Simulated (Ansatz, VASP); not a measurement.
Two plane-wave programs on BiW

The input INCAR:

```
ALGO = Normal
EDIFF = 1E-6
ENCUT = 520
ISIF = 2
ISMEAR = -1
LASPH = T
LCHARG = F
LREAL = F
LWAVE = F
NBANDS = 22
NELM = 60
PREC = Accurate
SIGMA = 0.1
```

Contents of KPOINTS:

```
k-points
0
Gamma
  11 11 11
```

The input POSCAR:

```
BiW
1.0
    2.9963789759      0.0000000000      0.0000000000
    0.0000000000      2.9963789759      0.0000000000
    0.0000000000      0.0000000000      2.9963789759
W Bi
1 1
Direct
    0.0000000000      0.0000000000      0.0000000000
    0.5000000000      0.5000000000      0.5000000000
```

Input for Ansatz:

```yaml
crystal:
  lattice:
    - [2.9963789759, 0.0, 0.0]
    - [0.0, 2.9963789759, 0.0]
    - [0.0, 0.0, 2.9963789759]
  atoms:
    - { symbol: W, position: [0.0, 0.0, 0.0] }
    - { symbol: Bi, position: [0.5, 0.5, 0.5] }
kpoints:
  mp_grid: { grid: [11, 11, 11] }
scf:
  occupations: { method: fermi_dirac, width: 0.1 }
hamiltonian:
  xc: lda
  pseudopotentials: { kind: paw }
output:
  forces: true
  stress: true
  eigenvalues: true
  populations: true
```

Change from the starting cell: volume scaled by 0.7, PAW files.

Alike in both runs: task single point; functional LDA; k mesh 11 × 11 × 11; occupations fermi-dirac, width 0.1 eV; no spin polarisation.

|  | VASP | Ansatz |
| --- | --- | --- |
| version | VASP 6.6.1 | Ansatz 0.2.0 |
| potentials or method | VASP PAW LDA potentials, release 64 (W_sv, Bi_d) | PAW with Ansatz's default frozen-core files, scalar-relativistic |
| plane-wave cutoff (eV) | 520 | 420 |
| valence electrons in the cell | 29 | 29 |

VASP gave:

```
pressure (GPa) : 143.4
```

Question: Which values does Ansatz return?

Answer: Pressure (GPa): 140.5.

Caveats: the cell as given lies far from equilibrium; so large a pressure means that the cell lies far from this level's equilibrium, or that cutoff or potentials fall short (VASP); spin-orbit coupling is left out, which moves the levels of the heavy elements.
